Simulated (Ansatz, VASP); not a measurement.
## Cross-check of HfB2W between VASP and Ansatz

Wanted: the spread between two codes on one cell, functional and k mesh. The cell is invented: As first built, before any earlier steps moved the atoms (in the runner's words): it takes the HfB structure with some of its atoms replaced by other elements, volume scaled by an estimate. It may not be a known or stable phase. The cell is taken from a series of VASP runs on this material, whose earlier steps may have relaxed, scaled or displaced it; both programs get it as it stands.

Program: Ansatz 0.2.0. Level of theory: plane waves, with VASP 6.6.1 beside it; single point at r2SCAN, electric field gradients at r2SCAN and band structure at r2SCAN, spin-orbit coupling. Results are calculated unless marked as measured.

### Step 1. The starting structure

It takes space group P4/mmm (No. 123, tetragonal). Conventional cell: a = 3.251 Å, b = 3.251 Å, c = 4.573 Å, α = 90.00°, β = 90.00°, γ = 90.00°. Nearest to W lie 6 B at 2.29 to 2.30 Å. Hf has 6 B at 2.29 to 2.30 Å nearest. Nearest to B lie 2 Hf at 2.29 Å and 4 W at 2.30 Å. B has 2 W at 2.29 Å and 4 Hf at 2.30 Å nearest. As first built, before any earlier steps moved the atoms (in the runner's words): sites of the HfB structure (space group 225) filled with other elements, volume scaled by an estimate. Farther neighbours are not listed.

As a file:

```cif
data_structure
_symmetry_space_group_name_H-M 'P4/mmm'
_symmetry_Int_Tables_number 123
_cell_length_a 3.2515
_cell_length_b 3.2515
_cell_length_c 4.5725
_cell_angle_alpha 90.000
_cell_angle_beta 90.000
_cell_angle_gamma 90.000
_cell_volume 48.34
loop_
_atom_site_label
_atom_site_type_symbol
_atom_site_symmetry_multiplicity
_atom_site_Wyckoff_symbol
_atom_site_fract_x
_atom_site_fract_y
_atom_site_fract_z
_atom_site_occupancy
W1 W 1 b 0.00000 0.00000 0.50000 1
Hf1 Hf 1 c 0.50000 0.50000 0.00000 1
B1 B 1 d 0.50000 0.50000 0.50000 1
B2 B 1 a 0.00000 0.00000 0.00000 1
```

### Step 2. VASP: single point, r2SCAN

A single point gives forces, pressure and levels at one fixed geometry, so differences don't come from the geometry; what else differs is listed under the comparison.

Lines of VASP's logs that name or quote its potential files are left out, and so is its time.

INCAR reads:

```
SYSTEM = HfB2W
PREC = Accurate
ENCUT = 420
EDIFF = 1E-06
NELM = 100
ISMEAR = -5
SIGMA = 0.05
LREAL = .FALSE.
ALGO = Normal
METAGGA = R2SCAN
LASPH = .TRUE.
NBANDS = 25
LORBIT = 11
LWAVE = .FALSE.
LCHARG = .FALSE.
KPAR = 2
NEDOS = 2001
```

POSCAR reads:

```
HfB2W
1.0
    3.2514576010      0.0000000000      0.0000000000
    0.0000000000      3.2514576010      0.0000000000
    0.0000000000      0.0000000000      4.5725127342
W Hf B
1 1 2
Direct
    0.0000000000      0.0000000000      0.5000000000
    0.5000000000      0.5000000000      0.0000000000
    0.5000000000      0.5000000000      0.5000000000
    0.0000000000      0.0000000000      0.0000000000
```

KPOINTS reads:

```
Automatic mesh
0
Gamma
12 12 9
0 0 0
```

PAW data sets: W, Hf_pv and B (PBE family, release 64).

Command:

```bash
$ mpirun -np 2 vasp_std
```

Numbers of over 12 decimals in the logs are rounded to 6 here.

Log:

```text
[banner, memory and clock lines left out]
running    2 mpi-ranks, on    1 nodes
 distrk:  each k-point on    1 cores,    2 groups
 distr:  one band on    1 cores,    1 groups

 POSCAR found type information on POSCAR W HfB
 POSCAR found :  3 types and       4 ions
|                                                                             |
|               ----> ADVICE to this user running VASP <----                  |
|                                                                             |
|     You enforced a specific xc type in the INCAR file but a different       |
|     [... a line on the potential file left out ...]
|     I HOPE YOU KNOW WHAT YOU ARE DOING!                                     |
|                                                                             |

 LDA part: xc-table for (None), standard interpolation
 POSCAR, INCAR and KPOINTS ok, starting setup
 FFT: planning ... GRIDC
 FFT: planning ... GRID_SOFT
 FFT: planning ... GRID
 WAVECAR not read
 entering main loop
       N       E                     dE             d eps       ncg     rms          rms(c)
DAV:   1    -0.246717919828E+02   -0.24672E+02   -0.10026E+04  7000   0.738E+02
DAV:   2    -0.117460389527E+03   -0.92789E+02   -0.88349E+02  8408   0.206E+02
DAV:   3    -0.120629745458E+03   -0.31694E+01   -0.31403E+01  9033   0.293E+01
DAV:   4    -0.120651194999E+03   -0.21450E-01   -0.21443E-01  8549   0.281E+00
DAV:   5    -0.120651394926E+03   -0.19993E-03   -0.20002E-03  9226   0.248E-01    0.828E+01
DAV:   6    -0.113314027848E+03    0.73374E+01   -0.16574E+01  9249   0.167E+01    0.291E+01
DAV:   7    -0.113496763172E+03   -0.18274E+00   -0.87987E+00  9925   0.114E+01    0.307E+01
DAV:   8    -0.113080250921E+03    0.41651E+00   -0.15280E+00  9178   0.487E+00    0.503E+00
DAV:   9    -0.113091998890E+03   -0.11748E-01   -0.92456E-02  8479   0.171E+00    0.811E-01
DAV:  10    -0.113091751395E+03    0.24749E-03   -0.58039E-03  8955   0.382E-01    0.616E-01
DAV:  11    -0.113091966230E+03   -0.21483E-03   -0.30078E-04  8698   0.931E-02    0.468E-01
DAV:  12    -0.113092067372E+03   -0.10114E-03   -0.69848E-04  9477   0.127E-01    0.138E-01
DAV:  13    -0.113092048465E+03    0.18907E-04   -0.87551E-05  8496   0.489E-02    0.430E-02
DAV:  14    -0.113092048199E+03    0.26637E-06   -0.29309E-06  8629   0.949E-03
   1 F= -.11309205E+03 E0= -.11309205E+03  d E =0.000000E+00
|                                                                             |
|           W    W    AA    RRRRR   N    N  II  N    N   GGGG   !!!           |
|           W    W   A  A   R    R  NN   N  II  NN   N  G    G  !!!           |
|           W    W  A    A  R    R  N N  N  II  N N  N  G       !!!           |
|           W WW W  AAAAAA  RRRRR   N  N N  II  N  N N  G  GGG   !            |
|           WW  WW  A    A  R   R   N   NN  II  N   NN  G    G                |
|           W    W  A    A  R    R  N    N  II  N    N   GGGG   !!!           |
|                                                                             |
|     Tetrahedron method does not include variations of the Fermi             |
|     occupations, so forces and stress will be inaccurate. We suggest        |
|     using a different smearing scheme ISMEAR = 1 or 2 for metals in         |
|     relaxations.                                                            |
|                                                                             |
```

From OUTCAR (step 2):

```text
ion  position               nearest neighbor table
   1  0.000  0.000  0.500-   4 2.29   4 2.29   3 2.30   3 2.30   3 2.30   3 2.30   2 3.24   2 3.24
                             2 3.24   2 3.24   2 3.24   2 3.24   2 3.24   2 3.24
   2  0.500  0.500  0.000-   3 2.29   3 2.29   4 2.30   4 2.30   4 2.30   4 2.30   1 3.24   1 3.24
                             1 3.24   1 3.24   1 3.24   1 3.24   1 3.24   1 3.24
   3  0.500  0.500  0.500-   2 2.29   2 2.29   1 2.30   1 2.30   1 2.30   1 2.30
   4  0.000  0.000  0.000-   1 2.29   1 2.29   2 2.30   2 2.30   2 2.30   2 2.30

  LATTYP: Found a simple tetragonal cell.
 ALAT       =     3.2514576010
 C/A-ratio  =     1.4062962816

 Subroutine GETGRP returns: Found 16 space group operations
 (whereof 16 operations were pure point group operations)

The static configuration has the point symmetry D_4h.

 Found    140 irreducible k-points:

   k-points           NKPTS =    140   k-points in BZ     NKDIM =    140   number of bands    NBANDS=     25

   dimension x,y,z NGX =    24 NGY =   24 NGZ =   32
   dimension x,y,z NGXF=    48 NGYF=   48 NGZF=   64

   ENCUT  =  420.0 eV  30.87 Ry    5.56 a.u.   5.43  5.43  7.64*2*pi/ulx,y,z

   NELECT =      22.0000    total number of electrons

 k-points in reciprocal lattice and weights: Automatic mesh
   0.00000000  0.00000000  0.00000000       0.001
   0.08333333  0.00000000  0.00000000       0.003
   0.16666667  0.00000000  0.00000000       0.003
   0.25000000  0.00000000  0.00000000       0.003
   0.33333333  0.00000000  0.00000000       0.003
   0.41666667  0.00000000  0.00000000       0.003
   0.50000000  0.00000000  0.00000000       0.002
   0.08333333  0.08333333  0.00000000       0.003
   0.16666667  0.08333333  0.00000000       0.006
[...]
0.50000000  0.41666667  0.44444444       0.006
   0.50000000  0.50000000  0.44444444       0.002

 average (electrostatic) potential at core
       1 -45.2448       2 -40.2293       3 -26.8428       4 -26.1527

 E-fermi :   6.6041

 k-point     1 :       0.0000    0.0000    0.0000
  band No.  band energies     occupation
    ...
      6       3.0243      2.00000
      7       3.7389      2.00000
      8       5.9923      2.00000
      9       5.9923      2.00000
     10       6.8392      1.32299
     11       6.9337     -0.02472
     12       7.4442      0.00000
     13       7.4442      0.00000
     14       7.9231      0.00000
     15       9.6429      0.00000
    ...

 k-point     2 :       0.0833    0.0000    0.0000
  band No.  band energies     occupation
    ...
      7       3.6813      2.00000
      8       5.7966      2.00000
      9       5.9457      2.00000
     10       6.0493      2.03324
     11       6.7007      0.56713
     12       7.2610     -0.02922
     13       7.5438      0.00000
     14       7.8382      0.00000
     15       9.8088      0.00000
     16       9.8635      0.00000
    ...

 k-point     3 :       0.1667    0.0000    0.0000
  band No.  band energies     occupation
    ...
      7       3.5328      2.00000
      8       4.8657      2.00000
      9       5.3224      2.00000
     10       5.8862      2.00000
     11       6.2139      2.11482
     12       6.7039      0.13601
     13       6.9957      0.00000
     14       8.2455      0.00000
     15      10.1606      0.00000
     16      10.8808      0.00000
    ...

  Total        0.0104448      0.0104448      0.0575294      0.0000000     -0.0000000      0.0000000
  in kB        0.3461766      0.3461766      1.9067311      0.0000000     -0.0000000      0.0000000
  external PRESSURE =       0.8663614 kB  Pullay stress =       0.0000000 kB

  energy-cutoff  :      420.00
  volume of cell :       48.34
      direct lattice vectors                 reciprocal lattice vectors
     3.251457601  0.000000000  0.000000000     0.307554372  0.000000000  0.000000000
     0.000000000  3.251457601  0.000000000     0.000000000  0.307554372  0.000000000
     0.000000000  0.000000000  4.572512734     0.000000000  0.000000000  0.218698133

 POSITION                                       TOTAL-FORCE (eV/Angst)
 -----------------------------------------------------------------------------------
      0.00000      0.00000      2.28626         0.000000      0.000000      0.000000
      1.62573      1.62573      0.00000         0.000000      0.000000      0.000000
      1.62573      1.62573      2.28626         0.000000      0.000000      0.000000
      0.00000      0.00000      0.00000         0.000000      0.000000      0.000000
 -----------------------------------------------------------------------------------
    total drift:                                0.000000     -0.000000     -0.000000

  FREE ENERGIE OF THE ION-ELECTRON SYSTEM (eV)
  ---------------------------------------------------
  free  energy   TOTEN  =      -113.0920481985 eV

  energy  without entropy=     -113.0920481985  energy(sigma->0) =     -113.09204820

 total charge
# of ion       s       p       d       tot
------------------------------------------
    1        0.548   0.710   4.148   5.406
    2        0.339   6.637   1.898   8.874
    3        0.758   1.162   0.000   1.920
    4        0.779   1.199   0.000   1.978
--------------------------------------------------
tot          2.425   9.708   6.046  18.178

[... 3 further parts left out ...]
```

Harder data sets than Hf_pv exist (the GW ones), and pressures, volumes and forces can shift noticeably with them. The data set W keeps the semicore shell frozen, which is cheaper and a little less accurate.

### Step 3. Ansatz: single point, r2SCAN

Ansatz runs on its default PAW (the set named soft_2) files.

The same cell, functional, mesh and smearing now go to Ansatz, which takes its cutoff from its data sets.

input.yaml reads:

```yaml
crystal:
  lattice:
    - [3.251457601, 0.0, 0.0]
    - [0.0, 3.251457601, 0.0]
    - [0.0, 0.0, 4.5725127342]
  atoms:
    - { symbol: W, position: [0.0, 0.0, 0.5] }
    - { symbol: Hf, position: [0.5, 0.5, 0.0] }
    - { symbol: B, position: [0.5, 0.5, 0.5] }
    - { symbol: B, position: [0.0, 0.0, 0.0] }
hamiltonian:
  xc: r2scan
  pseudopotentials: { kind: paw }
kpoints:
  mp_grid: { grid: [12, 12, 9] }
scf:
  occupations: { method: tetrahedron }
output:
  forces: true
  stress: true
```

Command:

```bash
$ ansatz run input.yaml --threads 2 --pin off --max-ram 4608MiB --backend cpu --events-out ev --progress --plain --runs-dir out
```

Log:

```text
Warning: output.forces, output.stress, relax.cell or npt_langevin: where a Kohn–Sham band that disperses or a degenerate level is filled in part under the method tetrahedron, the forces or the stress that this run publishes need not agree with its energy (scf.occupations.method in the input reference, under Limitations); prefer a smearing scheme for the forces or the stress
Engine: ansatz 0.2.0, aarch64-unknown-linux-gnu
Pseudopotentials: kind: paw
Pseudopotential: W, paw, valence charge 14, recommended cutoff 500 eV (meta_gga), W.paw.azcp
Pseudopotential: Hf, paw, valence charge 26, recommended cutoff 500 eV (meta_gga), Hf.paw.azcp
Pseudopotential: B, paw, valence charge 3, recommended cutoff 500 eV (meta_gga), B.paw.azcp
Functional definition: r2SCAN
  parameter k0 = 0.174
  parameter k1 = 0.065
  parameter a1 = 4.9479
  exchange = r2scan_x(k0 = k0, k1 = k1, a1 = a1)
  correlation = r2scan_c
Crystal: 4 atoms, lattice volume = 48.340 Å³
Basis set: ecut = 500 eV, 1229 PW (Γ), exchange–correlation on 96×96×144 points (64 copies of the dense FFT grid, shifted against one another)
Bands: 28, of which v1, the nominal top of the filled ones, is band 23 counted from 1 (22 counted from 0)
Symmetry: 16 space group operations
Space group: P4/mmm (ITA 123), of the structure as read, at distance tolerance 3.6e-5 Å
k-points: 140 of 1296
Non-local potential: W, projectors of the file, l = 0: 3, l = 1: 2, l = 2: 2, l = 3: 1
Non-local potential: Hf, projectors of the file, l = 0: 3, l = 1: 2, l = 2: 2, l = 3: 3
Non-local potential: B, projectors of the file, l = 0: 2, l = 1: 2, l = 2: 1
PAW form: soft (Blöchl's): semilocal exchange-correlation on the pseudo side does not see the compensation charge
PAW frozen core: W, regenerated for the run's functional (the file was generated under x = pbe(κ = 0.804, μ = 0.219515), c = pbe(β = 0.066725))
PAW frozen core: Hf, regenerated for the run's functional (the file was generated under x = pbe(κ = 0.804, μ = 0.219515), c = pbe(β = 0.066725))
PAW frozen core: B, regenerated for the run's functional (the file was generated under x = pbe(κ = 0.804, μ = 0.219515), c = pbe(β = 0.066725))
PAW one-centre angular grid: W, 590 points (default); XC on 160 Gauss nodes
PAW one-centre angular grid: Hf, 974 points (default); XC on 160 Gauss nodes
PAW one-centre angular grid: B, 302 points (default); XC on 160 Gauss nodes
Initial density: superposition of atomic densities (neutral atoms: chi_scale 0, normalization atom), corrected by the library's trained network
Initial wavefunctions: pseudopotential atomic-orbital guess
Functional: x = r2scan, c = r2scan; τ floored in thin density (d = 2e-4 eV/Å³)
SCF iter   1: F=—  HF=-26445.218167 eV  |F-HF|=—  |Δ(HF+E_count)|=         —  Δρ=9.64e-3  dr2=4.33e-2  dr2_τ=2.72e-1  ethr=1.77e-3  ⟨swp⟩=6.1  Hψ=17259  notcnv=0
preconditioner: auto → Kerker (q_TF=auto, 2.706 Å⁻¹)  [metal: no gap  n_scr=14 (ndim 8)  ℏωp=32.0 eV  f_vac=0.000]
SCF iter   2: F=—  HF=-26445.290598 eV  |F-HF|=—  |Δ(HF+E_count)|=   7.24e-2  Δρ=6.46e-3  dr2=1.64e-2  dr2_τ=1.61e-3  ethr=9.42e-5  ⟨swp⟩=2.5  Hψ=8802  notcnv=0  defer=94
SCF iter   3: F=—  HF=-26445.290176 eV  |F-HF|=—  |Δ(HF+E_count)|=   4.22e-4  Δρ=4.36e-3  dr2=7.11e-3  dr2_τ=2.33e-4  ethr=3.57e-5  ⟨swp⟩=2.0  Hψ=6518  notcnv=0  defer=94
SCF iter   4: F=—  HF=-26445.291149 eV  |F-HF|=—  |Δ(HF+E_count)|=   9.72e-4  Δρ=1.78e-3  dr2=1.47e-3  dr2_τ=6.00e-5  ethr=1.54e-5  ⟨swp⟩=2.2  Hψ=5286  notcnv=0  defer=94
SCF iter   5: F=—  HF=-26445.291333 eV  |F-HF|=—  |Δ(HF+E_count)|=   1.84e-4  Δρ=3.65e-4  dr2=6.29e-5  dr2_τ=4.84e-6  ethr=3.19e-6  ⟨swp⟩=2.2  Hψ=5491  notcnv=0  defer=94
SCF iter   6: F=—  HF=-26445.291361 eV  |F-HF|=—  |Δ(HF+E_count)|=   2.84e-5  Δρ=1.04e-4  dr2=6.58e-6  dr2_τ=3.08e-7  ethr=1.37e-7  ⟨swp⟩=2.1  Hψ=5820  notcnv=0  defer=94
SCF iter   7: F=—  HF=-26445.291373 eV  |F-HF|=—  |Δ(HF+E_count)|=   1.12e-5  Δρ=2.15e-5  dr2=2.37e-7  dr2_τ=3.03e-8  ethr=1.43e-8  ⟨swp⟩=2.1  Hψ=6915  notcnv=0  defer=94
SCF iter   8: F=-26445.291373 eV  HF=-26445.291373 eV  |F-HF|=1.55e-8  |Δ(HF+E_count)|=   9.50e-7  Δρ=8.99e-6  dr2=2.38e-8  dr2_τ=1.58e-9  ethr=2.17e-10  ⟨swp⟩=6.6  Hψ=16687  notcnv=0
SCF 1 converged in 8 iterations: F = -26445.291373 eV  dr2 = 2.38e-8
  greatest PAW one-centre occupation: 0.999 electrons in one spin orbital (limit 2), on the W atom at site 0 (counted from 0), in its partial waves of l = 0
SCF converged after 8 iterations
Stability not checked: this state was not tested for a lower state beside it, because cold or Methfessel-Paxton smearing, or corrected tetrahedra, fill the levels in a way that the test cannot read (fill_not_monotonic; see scf.lower_state_search)
Free energy (F): -26445.291373 eV
Harris-Foulkes:  -26445.291373 eV  (|F-HF|=1.55e-8)
Internal energy: -26445.291347 eV  (E = F + TS)
E sigma→0 (E₀):  -26445.291373 eV
Entropy (-TS):   -0.000026 eV (-0.007 meV/atom)
Fermi energy:    19.373817 eV
--- Per-component energies (eV) ---
  E_band       = -40.932028
  E_kinetic    = 974.173656
  E_local      = -6221.340017  (includes V_loc(G=0)·N_el)
  E_nonlocal   = -1223.040770
  E_hartree    = 2878.549774
  E_xc         = -596.875013
  E_vxc        = -638.051971  (∫ρ·V_xc dr)
  E_paw        = -15707.056387  (= ΣΔE_a)
  E_vpaw       = 1278.478554  (= ΣTr[D̂ρ^β])
  E_aug_tail   = -0.000053  (compensation charges beyond the density's cutoff)
  E_vtau       = 31.747321  (kinetic-family band-sum trace: ∫τ·v_τ [+ j·A + Jᵃ·Aᵃ] dr)
  E_ewald      = -6549.399227
  E_core_change = -0.303311  (= ΣΔE_core)
  E_smearing   = -0.000026  (= −TS)
  E_closure    = -0.000000  (closes the sum)
  Σ components = -26445.291373   (vs F -26445.291373, Δ=0.00e0)
--- Forces (eV/Å), atoms counted from 1 ---
  atom   1  W     -0.00000000     0.00000000     0.00000000
  atom   2  Hf     0.00000000     0.00000000     0.00000000
  atom   3  B      0.00000000    -0.00000000     0.00000000
  atom   4  B     -0.00000000     0.00000000     0.00000000
  max |Σ_I F_I| component: 9.82e-29 eV/Å
--- Stress (GPa, compression-positive) ---
        0.690079       0.000000       0.000000
        0.000000       0.690079       0.000000
        0.000000       0.000000       0.659989
  P = ⅓ Tr σ = 0.6800 GPa (6.800 kbar)
--- Band table (eV; the first three rows and the last of 140) ---
  k-point 0: bands = [... 19 lower, 18.7694, 18.7694, 19.6697, 19.6787, 20.2055, 20.2055, 20.7115, 22.4157, ... 1 higher]
  k-point 1: bands = [... 19 lower, 18.7151, 18.7151, 19.5567, 19.6861, 19.7442, 20.0905, 20.0905, 22.5969, ... 1 higher]
  k-point 2: bands = [... 19 lower, 18.3528, 18.6001, 18.6001, 19.2448, 19.7284, 19.8176, 19.8176, 23.0703, ... 1 higher]
  k-point 139: bands = [... 19 lower, 15.7944, 15.9142, 15.9142, 16.7932, 22.2087, 22.3701, 22.3701, 23.1358, ... 1 higher]
```

Elapsed: 14 s, on 2 threads of Arm Neoverse V2, shared host; peak memory 0.56 GiB.

The run ends at a pressure of 0.68 GPa.

### Step 4. Differences

Known differences besides the potentials themselves: VASP keeps PBE cores, Ansatz makes them for the functional; the data sets hold 46 valence electrons in Ansatz (default PAW (the set named soft_2) files) and 22 in VASP; the cutoff is 500 eV in Ansatz and 420 eV in VASP. Total energies have different zeros and are not compared.

Compared:

| quantity | Ansatz | VASP | difference |
| --- | --- | --- | --- |
| pressure (GPa) | 0.68 | 0.09 | +0.59 |

### Step 5. Ansatz: electric field gradients, r2SCAN

Field gradients test the density near the nuclei, where the PAW reconstruction matters most.

The cell is taken from a series of VASP runs on this material, whose earlier steps may have relaxed, scaled or displaced it; both programs get it as it stands.

input.yaml, the sections that differ from step 3:

```yaml
kpoints:
  mp_grid: { grid: [8, 8, 6] }
scf:
  occupations: { method: fermi_dirac, width: 0.05 }
  n_extra_bands: 5
output:
  forces: true
  stress: true
  eigenvalues: true
  efg: {}
# crystal, hamiltonian: as in step 3
```

Log:

```text
[...]
Hf, W: output.efg is read without spin–orbit coupling, which moves field gradients at and beside such atoms by some per cent and up to a factor of two; PAW files take it under magnetization.noncollinear and magnetization.spin_orbit
[...]
Crystal: 4 atoms, lattice volume = 48.340 Å³
[...]
k-point 0: bands = [... 19 lower, 18.7686, 18.7686, 19.6662, 19.6826, 20.2003, 20.2003, 20.7152, 22.4109, ... 1 higher]
  k-point 1: bands = [... 19 lower, 18.6585, 18.6585, 19.0443, 19.4217, 19.7012, 19.9607, 19.9607, 22.8020, ... 1 higher]
  k-point 2: bands = [... 19 lower, 17.1108, 18.4999, 18.4999, 18.8804, 19.5265, 19.5265, 19.7746, 23.6162, ... 1 higher]
  k-point 59: bands = [... 19 lower, 15.7943, 15.8948, 15.8948, 16.7011, 22.2014, 22.4749, 22.4749, 23.1446, ... 1 higher]
[key lines of the parts left out:]
SCF converged after 8 iterations
Free energy (F): -26445.297600 eV
Fermi energy:    19.311203 eV
P = ⅓ Tr σ = 0.5496 GPa (5.496 kbar)
```

Run time: 6.5 s. Hardware: 2 threads; peak memory 0.55 GiB.

The run ends at a pressure of 0.55 GPa.

(Continued in part 2 of 2.)

[Lines on the potential files, build, host, timing and source positions are cut from VASP's logs without a mark.]

[Logs are printed without paths, hosts, clocks, repeated set-up lines and the standing remarks that a program may print on its own settings, such as how far it seeks lower states.]

[Hosts, paths, dates, database ids (printed as entryN), source tags and the programs' standing remarks are cut or masked in the printed files.]
